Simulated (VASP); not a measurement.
Here is the system:

```yaml
crystal:
  lattice:
    - [0.00000, 2.47299, 2.47299]
    - [2.47299, 0.00000, 2.47299]
    - [2.47299, 2.47299, 0.00000]
  atoms:
    - { symbol: Zr, position: [0.00000, 0.00000, 0.00000] }
    - { symbol: O, position: [0.25000, 0.25000, 0.25000] }
    - { symbol: O, position: [0.75000, 0.75000, 0.75000] }
```

The numbers are results of PBE GGA, VASP's PBE PAW potentials (set 64) (plane waves; VASP), not measurements. Settings: 620 eV cut-off, 8×8×8 Γ-centred mesh, Gaussian smearing of 0.050 eV, potentials Zr_sv O.

Question: Estimate the energy per atom (σ→0), pressure, band gap (on the k-mesh) with the smallest direct gap where there is one.

Answer: 
```
Property                                     Result
-----------------------------------  --------------
band gap (on the k-mesh)                    3.58 eV
smallest direct gap (on the k-mesh)         4.11 eV
energy per atom (σ→0)                -9430 meV/atom
pressure                                  29.75 GPa
```

The absolute energy has meaning only against runs of the same code, potentials and settings.

The compound is ZrO2 in the fluorite structure, the high-temperature cubic form, which is unstable at 0 K; the monoclinic form is the stable one. It was relaxed first under an external pressure of 30 GPa.
